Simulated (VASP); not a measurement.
A convergence study with VASP on Si (diamond): one setting is varied, all else stays as given below, so the limit is that of these other settings.

```
Si
1.0
    0.00000     2.71550     2.71550
    2.71550     0.00000     2.71550
    2.71550     2.71550     0.00000
Si
2
Direct
  0.00000   0.00000   0.00000
  0.25000   0.25000   0.25000
```

The numbers are results of PBEsol GGA, VASP's PBE PAW potentials (set 64) (plane waves; VASP), not measurements. The tightest run used: 550 eV cut-off, 18×18×18 Γ-centred mesh, Gaussian smearing of 0.010 eV, potentials Si.

Q: The settings run are 4×4×4 mesh; 6×6×6 mesh; 8×8×8 mesh; 10×10×10 mesh; 12×12×12 mesh; 14×14×14 mesh; 16×16×16 mesh; 18×18×18 mesh. From which on does the mean ε∞ stay within 0.3  of the tightest run?

A: From 12×12×12 mesh on: it is off by 0.15 there and by no more than 0.3 in any finer run, while 10×10×10 mesh is off by 0.44.
| setting | mean ε∞ | irreducible k-points | difference judged () |
|---|---|---|---|
| 4×4×4 mesh | 24.95 | 8 | 11.62 |
| 6×6×6 mesh | 17.05 | 16 | 3.72 |
| 8×8×8 mesh | 14.61 | 29 | 1.28 |
| 10×10×10 mesh | 13.78 | 47 | 0.44 |
| 12×12×12 mesh | 13.49 | 72 | 0.15 |
| 14×14×14 mesh | 13.38 | 104 | 0.05 |
| 16×16×16 mesh | 13.35 | 145 | 0.01 |
| 18×18×18 mesh | 13.33 | 195 | 0.00 |

Left out are rungs that failed or repeat a setting and relaxations that didn't move; long series are thinned to 24 rows.

The compound is Si in the diamond structure. The cell was not relaxed at this level.
